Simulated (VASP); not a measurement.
# Ba3Y (P6_3/mmc) in VASP: a series of runs

Aim: see how the results for Ba3Y move with the level of theory and the settings. Levels: PBEsol, TPSS+D2. Tasks: single point, electron localisation function.

Program: VASP 6.6.1. These are calculated values, not measurements. Logs are shortened: lines on timing, memory, paths and dates and some standing lists are left out, and cuts for length are marked.

**1. Starting point**

It takes space group P6_3/mmc (No. 194, hexagonal). Conventional cell: a = 8.444 Å, b = 8.444 Å, c = 6.736 Å, α = 90.00°, β = 90.00°, γ = 120.00°. Around Ba (site symmetry mm2) lie 8 Ba at 4.08 to 4.36 Å and 4 Y at 4.11 to 4.22 Å. Y (site symmetry -6m2) is surrounded by 12 Ba at 4.11 to 4.22 Å.

The cell comes from a database or a generator and needn't be the stable form of this composition.

**2. Single point, PBEsol**

File INCAR:

```
SYSTEM = Ba3Y
ALGO = Normal
EDIFF = 1E-6
ENCUT = 520
GGA = PS
ISIF = 2
ISMEAR = 0
LASPH = .TRUE.
LCHARG = .TRUE.
LELF = .TRUE.
LREAL = .FALSE.
LVHAR = .TRUE.
LWAVE = .FALSE.
NELM = 100
PREC = Accurate
SIGMA = 0.05
```

File KPOINTS:

```
k-points
0
G
  4 4 4
  0 0 0
```

File POSCAR:

```
Ba3Y
1.0
    8.4442178688      0.0000000000      0.0000000000
   -4.2221089344      7.3129071894      0.0000000000
    0.0000000000      0.0000000000      6.7361720000
Ba Y
6 2
Cartesian
    0.0000000000      2.5173074891      1.6840430000
   -2.0420566997      6.0542534448      1.6840430000
    2.0420566997      6.0542534448      1.6840430000
    4.2221089344      4.7955997003      5.0521290000
    6.2641656341      1.2586537446      5.0521290000
    2.1800522347      1.2586537446      5.0521290000
   -0.0000000004      4.8752714598      5.0521290000
    4.2221089348      2.4376357296      1.6840430000
```

Potentials or basis: VASP PAW PBE potentials, release 64 (Ba_sv, Y_sv).

Command:

```bash
$ cat potpaw_PBE.64/Ba_sv/POTCAR potpaw_PBE.64/Y_sv/POTCAR > POTCAR
$ mpirun -np 1 vasp_std > vasp.out
```

OUTCAR:

```text
SYSTEM = Ba3Y
   EDIFF = 1E-6
   ENCUT = 520
   GGA = PS
   ISIF = 2
   ISMEAR = 0
   LASPH = .TRUE.
   LREAL = .FALSE.
   NELM = 100
   PREC = Accurate

 ion  position               nearest neighbor table
   1  0.172  0.344  0.250-   2 4.08   3 4.08   7 4.11   7 4.11   5 4.20   5 4.20   6 4.20   6 4.20
                             8 4.22   8 4.22   2 4.36   3 4.36
   2  0.172  0.828  0.250-   1 4.08   3 4.08   7 4.11   7 4.11   4 4.20   4 4.20   6 4.20   6 4.20
                             8 4.22   8 4.22   3 4.36   1 4.36
   3  0.656  0.828  0.250-   1 4.08   2 4.08   7 4.11   7 4.11   4 4.20   4 4.20   5 4.20   5 4.20
                             8 4.22   8 4.22   2 4.36   1 4.36
   4  0.828  0.656  0.750-   5 4.08   6 4.08   8 4.11   8 4.11   2 4.20   2 4.20   3 4.20   3 4.20
                             7 4.22   7 4.22   5 4.36   6 4.36
   5  0.828  0.172  0.750-   4 4.08   6 4.08   8 4.11   8 4.11   1 4.20   1 4.20   3 4.20   3 4.20
                             7 4.22   7 4.22   6 4.36   4 4.36
   6  0.344  0.172  0.750-   4 4.08   5 4.08   8 4.11   8 4.11   1 4.20   1 4.20   2 4.20   2 4.20
                             7 4.22   7 4.22   5 4.36   4 4.36
   7  0.333  0.667  0.750-   2 4.11   2 4.11   1 4.11   1 4.11   3 4.11   3 4.11   4 4.22   6 4.22
                             5 4.22   5 4.22   6 4.22   4 4.22
   8  0.667  0.333  0.250-   5 4.11   5 4.11   4 4.11   4 4.11   6 4.11   6 4.11   1 4.22   3 4.22
                             2 4.22   2 4.22   3 4.22   1 4.22

  LATTYP: Found a hexagonal cell.
 ALAT       =     8.4442178688
 C/A-ratio  =     0.7977259830

  Lattice vectors:

 A1 = (   8.4442178688,   0.0000000000,   0.0000000000)
 A2 = (  -4.2221089344,   7.3129071894,   0.0000000000)
 A3 = (   0.0000000000,   0.0000000000,   6.7361720000)

Analysis of symmetry for initial positions (statically):
=====================================================================
 Subroutine PRICEL returns:
 Original cell was already a primitive cell.

 Routine SETGRP: Setting up the symmetry group for a
 hexagonal supercell.

 Subroutine GETGRP returns: Found 24 space group operations
 (whereof 12 operations were pure point group operations)
 out of a pool of 24 trial point group operations.

The static configuration has the point symmetry D_3d.
 The point group associated with its full space group is D_6h.

Analysis of symmetry for dynamics (positions and initial velocities):
=====================================================================
 Subroutine PRICEL returns:
 Original cell was already a primitive cell.

 Routine SETGRP: Setting up the symmetry group for a
 hexagonal supercell.
[... 114 lines left out ...]
   TEBEG  =    0.0;   TEEND  =   0.0 temperature during run
   PSTRESS=    0.0 pullay stress
   NELECT =      82.0000    total number of electrons
   NUPDOWN=      -1.0000    fix difference up-down
   EMIN   =  10.00;   EMAX   =-10.00  energy-range for DOS
   EFERMI =   0.00;   METHOD = LEGACY
   ISMEAR =     0;   SIGMA  =   0.05  broadening in eV -4-tet -1-fermi 0-gaus
   EFERMI_NEDOS =   21; number of points for ismear=-14 and -15
   IALGO  =     38    algorithm
   IMIX   =      4    mixing-type and parameters
     AMIX     =   0.40;   BMIX     =  1.00
     AMIX_MAG =   1.60;   BMIX_MAG =  1.00
  volume/ion in A,a.u.               =      52.00       350.89
  Fermi-wavevector in a.u.,A,eV,Ry     =   0.952778  1.800490 12.351187  0.907787
  Thomas-Fermi vector in A             =   2.081373
   LORBIT       =      0    0 simple, 1 ext, 2 COOP (PROOUT), +10 PAW based schemes
   GGA     = PS    functional components
   LHFCALC =     F    Hartree Fock is set to
   AEXX    =    0.0000 exact exchange contribution
   IVDW    =     0    specifies the selected vdW correction
   LEPSILON=     F    determine dielectric tensor
   LRPA    =     F    only Hartree local field effects (RPA)
 non-spin polarized calculation
 Gauss-broadening in eV      SIGMA  =   0.05
  energy-cutoff  :      520.00
  volume of cell :      415.97
 maximum number of plane-waves:     11229
 NGX is ok and might be reduce to    64
   NGX = 31   NGY = 31   NGZ = 25

 number of electron      81.9999991 magnetization

 Free energy of the ion-electron system (eV)
  ---------------------------------------------------
  ext. energy  EPLUGINS =         0.00000000
  ---------------------------------------------------
  free energy    TOTEN  =       -24.77579288 eV

  energy without entropy =      -24.75046681  energy(sigma->0) =      -24.76312984

 E-fermi :   1.9458     XC(G=0):  -8.0814

 val. band max:        1.9326922430   @ k =   0.2500   0.2500   0.2500
 cond. band min:       1.9666851454   @ k =   0.0000   0.0000   0.2500
 fundamental gap:      0.0339929024
 Fermi energy:         1.9458405398

 k-point     1 :       0.0000    0.0000    0.0000
  band No.  band energies     occupation
      1     -41.8564      2.00000
      2     -41.8563      2.00000
      3     -26.5200      2.00000
      4     -26.4611      2.00000
      5     -26.4599      2.00000
      6     -26.4599      2.00000
[... 613 lines left out ...]
     48       2.5188      0.00000
     49       2.6420      0.00000

------------------------ aborting loop because EDIFF is reached ----------------------------------------

  FORCE on cell =-STRESS in cart. coord.  units (eV):
  Direction    XX          YY          ZZ          XY          YZ          ZX
  --------------------------------------------------------------------------------------
  -------------------------------------------------------------------------------------
  Total       -2.9365114     -2.9365114     -2.0796021      0.0000000     -0.0000000     -0.0000000
  in kB      -11.3104430    -11.3104430     -8.0099197      0.0000000     -0.0000000     -0.0000000
  external PRESSURE =     -10.2102686 kB  Pullay stress =       0.0000000 kB

 VOLUME and BASIS-vectors are now :
 -----------------------------------------------------------------------------
  energy-cutoff  :      520.00
  volume of cell :      415.97
      direct lattice vectors                 reciprocal lattice vectors
     8.444217869  0.000000000  0.000000000     0.118424230  0.068372261  0.000000000
    -4.222108934  7.312907189  0.000000000     0.000000000  0.136744522  0.000000000
     0.000000000  0.000000000  6.736172000     0.000000000  0.000000000  0.148452266

 POSITION                                       TOTAL-FORCE (eV/Angst)
 -----------------------------------------------------------------------------------
      0.00000      2.51731      1.68404        -0.000000      0.000597      0.000000
     -2.04206      6.05425      1.68404         0.000517     -0.000299      0.000000
      2.04206      6.05425      1.68404        -0.000517     -0.000299     -0.000000
      4.22211      4.79560      5.05213        -0.000000     -0.000597     -0.000000
      6.26417      1.25865      5.05213        -0.000517      0.000299      0.000000
      2.18005      1.25865      5.05213         0.000517      0.000299      0.000000
     -0.00000      4.87527      5.05213        -0.000000      0.000000     -0.000000
      4.22211      2.43764      1.68404        -0.000000      0.000000     -0.000000
 -----------------------------------------------------------------------------------
    total drift:                               -0.000000      0.000000     -0.000000

  FREE ENERGIE OF THE ION-ELECTRON SYSTEM (eV)
  ---------------------------------------------------
  free  energy   TOTEN  =       -24.7757928816 eV

  energy  without entropy=      -24.7504668079  energy(sigma->0) =      -24.76312984
```

stdout:

```text
POSCAR found type information on POSCAR BaY
 POSCAR found :  2 types and       8 ions
 scaLAPACK will be used
 -----------------------------------------------------------------------------
|                                                                             |
|                                                                             |
|     You enforced a specific xc type in the INCAR file but a different       |
|     I HOPE YOU KNOW WHAT YOU ARE DOING!                                     |
|                                                                             |
 -----------------------------------------------------------------------------

 LDA part: xc-table for (Slater+PW92), standard interpolation
 POSCAR, INCAR and KPOINTS ok, starting setup
 FFT: planning ... GRIDC
 FFT: planning ... GRID_SOFT
 FFT: planning ... GRID
 WAVECAR not read
 entering main loop
```

Wall time 7.4 min (1 thread of Intel Xeon Platinum 8488C (Sapphire Rapids), shared host); peak memory 0.54 GiB.

What came out:

| Item | Value |
| --- | --- |
| Free energy | -24.7758 eV |
| Pressure | -1.0 GPa |
| Band gap on the k mesh | none (metal or under the smearing width) |

Stress tensor (GPa, compression positive):
```
-1.13  0.00  0.00
 0.00 -1.13  0.00
 0.00  0.00 -0.80
```

Caveat: the PAW data sets were made with another functional, which shifts forces and pressure a little. Spin-orbit coupling is left out, which matters for the levels of Ba.

**3. Single point, PBEsol**

File run.py:

```python
from ase import Atoms
from ase.calculators.vasp import Vasp
from ase.dft.bandgap import bandgap

atoms = Atoms(
    ['Ba', 'Ba', 'Ba', 'Ba', 'Ba', 'Ba', 'Y', 'Y'],
    cell=[[8.4442178688, 0.0, 0.0], [-4.2221089344, 7.3129071894, 0.0], [0.0, 0.0, 6.736172]],
    scaled_positions=[[0.172114005, 0.34422801, 0.25], [0.172114005, 0.827885995, 0.25], [0.65577199, 0.827885995, 0.25], [0.827885995, 0.65577199, 0.75], [0.827885995, 0.172114005, 0.75], [0.34422801, 0.172114005, 0.75], [0.3333333333, 0.6666666667, 0.75], [0.6666666667, 0.3333333333, 0.25]],
    pbc=True,
)
calc = Vasp(
    directory='calc',
    xc='pbesol',
    pp='PBE',
    setups='recommended',
    prec='Accurate',
    encut=520,
    ediff=1e-06,
    ismear=0,
    sigma=0.05,
    lreal=False,
    lasph=True,
    nelm=60,
    algo='Normal',
    isif=2,
    lwave=False,
    lcharg=False,
    kpts=[4, 4, 4],
    gamma=True,
    nbands=51,
)
atoms.calc = calc

print('energy (eV):', atoms.get_potential_energy())
print('free energy (eV):', atoms.get_potential_energy(force_consistent=True))
print('forces (eV/A):')
print(atoms.get_forces())
print('stress (eV/A^3, Voigt):', atoms.get_stress())
print('Fermi level (eV):', calc.get_fermi_level())
gap, top, bottom = bandgap(calc)
print('band gap (eV):', gap, 'from (spin, k, band)', top, 'to', bottom)
```

Potentials or basis: VASP PAW PBE potentials, release 64 (Ba_sv, Y_sv).

Command:

```bash
$ python run.py
```

The program printed:

```text
energy (eV): -24.76312839
free energy (eV): -24.77579257
forces (eV/A):
[[-0.          0.00079167 -0.        ]
 [ 0.00068561 -0.00039584 -0.        ]
 [-0.00068561 -0.00039584  0.        ]
 [ 0.         -0.00079167  0.        ]
 [-0.00068561  0.00039584 -0.        ]
 [ 0.00068561  0.00039584 -0.        ]
 [-0.          0.         -0.        ]
 [-0.          0.         -0.        ]]
stress (eV/A^3, Voigt): [ 0.007045    0.007045    0.00498798 -0.         -0.         -0.        ]
Fermi level (eV): 1.94579729
band gap (eV): 0.0 from (spin, k, band) (None, None, None) to (None, None, None)
```

OUTCAR:

```text
ENCUT = 520.000000
   EDIFF = 1.00e-06
   GGA = PS
   PREC = Accurate
   ISIF = 2
   ISMEAR = 0
   NELM = 60
   LASPH = .TRUE.
   LREAL = .FALSE.

 ion  position               nearest neighbor table
   1  0.172  0.344  0.250-   2 4.08   3 4.08   7 4.11   7 4.11   5 4.20   5 4.20   6 4.20   6 4.20
                             8 4.22   8 4.22   2 4.36   3 4.36
[... 869 lines left out ...]
  energy-cutoff  :      520.00
  volume of cell :      415.97
      direct lattice vectors                 reciprocal lattice vectors
     8.444217869  0.000000000  0.000000000     0.118424230  0.068372261  0.000000000
    -4.222108934  7.312907189  0.000000000     0.000000000  0.136744522  0.000000000
     0.000000000  0.000000000  6.736172000     0.000000000  0.000000000  0.148452266

 POSITION                                       TOTAL-FORCE (eV/Angst)
 -----------------------------------------------------------------------------------
     -0.00000      2.51731      1.68404        -0.000000      0.000792     -0.000000
     -2.04206      6.05425      1.68404         0.000686     -0.000396     -0.000000
      2.04206      6.05425      1.68404        -0.000686     -0.000396      0.000000
      4.22211      4.79560      5.05213         0.000000     -0.000792      0.000000
      6.26417      1.25865      5.05213        -0.000686      0.000396     -0.000000
      2.18005      1.25865      5.05213         0.000686      0.000396     -0.000000
     -0.00000      4.87527      5.05213        -0.000000      0.000000     -0.000000
      4.22211      2.43764      1.68404        -0.000000      0.000000     -0.000000
 -----------------------------------------------------------------------------------
    total drift:                               -0.000000      0.000000     -0.000000

  FREE ENERGIE OF THE ION-ELECTRON SYSTEM (eV)
  ---------------------------------------------------
  free  energy   TOTEN  =       -24.7757925654 eV

  energy  without entropy=      -24.7504642066  energy(sigma->0) =      -24.76312839
```

INCAR:

```text
ENCUT = 520.000000
SIGMA = 0.050000
EDIFF = 1.00e-06
ALGO = Normal
GGA = PS
PREC = Accurate
ISIF = 2
ISMEAR = 0
NBANDS = 51
NELM = 60
LASPH = .TRUE.
LCHARG = .FALSE.
LWAVE = .FALSE.
LREAL = .FALSE.
```

Wall time 5.7 min (1 thread of Intel Xeon Platinum 8488C (Sapphire Rapids), shared host); peak memory 0.6 GiB.

What came out:

| Item | Value |
| --- | --- |
| Free energy | -24.7758 eV |
| Pressure | -1.0 GPa |
| Band gap on the k mesh | none (metal or under the smearing width) |

Caveat: the PAW data sets were made with another functional, which shifts forces and pressure a little. Spin-orbit coupling is left out, which matters for the levels of Ba.

**4. Electron localisation function, TPSS+D2**

File INCAR:

```
PREC = Accurate ; ENCUT = 520
EDIFF = 1E-6 ; ISMEAR = 0
SIGMA = 0.05 ; LREAL = False
LASPH = True ; NELM = 100
ALGO = Normal ; ISIF = 2
LWAVE = False ; LCHARG = True
METAGGA = TPSS ; LMIXTAU = True
IVDW = 1 ; LELF = True
```

File Ba3Y.cif:

```cif
data_Ba3Y
_cell_length_a 8.44421787
_cell_length_b 8.44421787
_cell_length_c 6.73617200
_cell_angle_alpha 90.00000000
_cell_angle_beta 90.00000000
_cell_angle_gamma 120.00000000
_space_group_name_H-M_alt 'P6_3/mmc'
_space_group_name_Hall '-P 6c 2c'
_space_group_IT_number 194
loop_
_space_group_symop_operation_xyz
'x,y,z'
'-x,-y,-z'
'x-y,x,z+1/2'
'-x+y,-x,-z+1/2'
'-y,x-y,z'
'y,-x+y,-z'
'-x,-y,z+1/2'
'x,y,-z+1/2'
'-x+y,-x,z'
'x-y,x,-z'
'y,-x+y,z+1/2'
'-y,x-y,-z+1/2'
'-y,-x,-z+1/2'
'y,x,z+1/2'
'-x,-x+y,-z'
'x,x-y,z'
'-x+y,y,-z+1/2'
'x-y,-y,z+1/2'
'y,x,-z'
'-y,-x,z'
'x,x-y,-z+1/2'
'-x,-x+y,z+1/2'
'x-y,-y,-z'
'-x+y,y,z'
loop_
_atom_site_label
_atom_site_type_symbol
_atom_site_symmetry_multiplicity
_atom_site_Wyckoff_symbol
_atom_site_fract_x
_atom_site_fract_y
_atom_site_fract_z
_atom_site_occupancy
Ba1 Ba 6 h 0.1721140050 0.3442280099 0.2500000000 1
Y1 Y 2 d 0.3333333333 0.6666666667 0.7500000000 1
```

File KPOINTS:

```
Automatic mesh
0
Gamma
  4 4 4
```

File POSCAR:

```
Ba Y 
 1.0000000000000000
     8.4442178699999992    0.0000000000000000    0.0000000000000000
    -4.2221089349999978    7.3129071905105221    0.0000000000000000
     0.0000000000000000    0.0000000000000000    6.7361719999999998
 Ba  Y  
   6   2
Cartesian
  0.0000000004222110  2.5173074887728379  1.6840429999999997
  4.2221089345777907  4.7955997017376841  5.0521289999999999
  6.2641656357970170  1.2586537447520638  5.0521289999999999
 -2.0420567007970156  6.0542534457584587  1.6840430000000000
  2.0420567003748071  6.0542534464897484  1.6840429999999997
  2.1800522346251938  1.2586537440207739  5.0521289999999999
 -0.0000000004222103  4.8752714605841110  5.0521289999999999
  4.2221089354222121  2.4376357299264106  1.6840430000000000
```

Command:

```bash
$ ase convert -i cif -o vasp Ba3Y.cif POSCAR
$ cat potpaw_PBE.64/Ba_sv/POTCAR potpaw_PBE.64/Y_sv/POTCAR > POTCAR
$ mpirun -np 1 vasp_std > vasp.out
```

Wall time 22 min (1 thread of Intel Xeon Platinum 8488C (Sapphire Rapids), shared host); peak memory 0.6 GiB.

Results (log left out):

```
Free energy                : -102.2994 eV
Pressure                   : -12.2 GPa
Largest force              : 0.119 eV/Å
Band gap on the k mesh     : none (metal or under the smearing width)
Dispersion energy per atom : -2.069 eV
```

Forces on the atoms (eV/Å):
```
Ba   0.000 -0.119  0.000
Ba   0.000  0.119  0.000
Ba   0.103 -0.059  0.000
Ba  -0.103  0.059  0.000
Ba   0.103  0.059  0.000
Ba  -0.103 -0.059  0.000
Y    0.000  0.000  0.000
Y    0.000  0.000  0.000
```

Stress tensor (GPa, compression positive):
```
-12.33   0.00   0.00
  0.00 -12.33   0.00
  0.00   0.00 -12.05
```

Levels at points of the mesh, in eV from the Fermi level:
```
           k point  band 38  band 39  band 40  band 41  band 42  band 43
(0.00, 0.00, 0.00)    -0.71    -0.58    -0.58    -0.50    -0.32    -0.32
(0.50, 0.00, 0.00)    -0.24    -0.22    -0.21     0.01     0.06     0.09
(0.00, 0.00, 0.50)    -0.81    -0.81    -0.81     0.27     0.27     0.32
(0.50, 0.00, 0.50)    -0.52    -0.42    -0.42     0.30     0.30     0.39
```

Caveat: atom-pairwise D2, TS and ULG terms overbind metals; the PAW data sets were made with another functional, which shifts forces and pressure a little; pairwise dispersion overbinds metals, which lowers pressure and volume. Spin-orbit coupling is left out, which matters for the levels of Ba.
